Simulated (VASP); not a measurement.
```xyz
2
Lattice="0.0000 2.5165 2.5165 2.5165 0.0000 2.5165 2.5165 2.5165 0.0000" Properties=species:S:1:pos:R:3 pbc="T T T"
Li     0.0000     2.5165     2.5165
Cl     2.5165     2.5165     2.5165
```

Level of theory: PBE GGA with D3 dispersion (Becke-Johnson damping), VASP's PBE PAW potentials (set 64) (plane waves; VASP). Run with 520 eV cut-off, Gaussian smearing of 0.050 eV, potentials Li_sv Cl.

### Question
Give the energies of bands 3 to 8 at the high-symmetry points, in eV from the valence-band maximum.

### Answer

```json
[
 {"band": "3", "Γ": "0.00", "X": "-3.17", "U": "-2.72", "L": "-3.05", "W": "-2.33"},
 {"band": "4", "Γ": "0.00", "X": "-1.22", "U": "-1.95", "L": "-0.28", "W": "-2.33"},
 {"band": "5", "Γ": "0.00", "X": "-1.22", "U": "-0.92", "L": "-0.28", "W": "-1.16"},
 {"band": "6", "Γ": "6.68", "X": "8.01", "U": "8.13", "L": "6.81", "W": "9.77"},
 {"band": "7", "Γ": "11.98", "X": "8.20", "U": "10.12", "L": "9.52", "W": "10.29"},
 {"band": "8", "Γ": "11.98", "X": "12.93", "U": "11.79", "L": "9.52", "W": "10.62"}
]
```

The gap is indirect, 6.68 eV, from the valence maximum at K-Γ at 0.79 to the conduction minimum at Γ.

Measured: gap 9.40 eV (computed value off by -2.72 eV), as given by Wei Chen et al., Physical Review Materials (2018), doi:10.1103/physrevmaterials.2.073803.

The compound is LiCl in the rock salt structure. It was relaxed first, which changed the volume by -6 %.
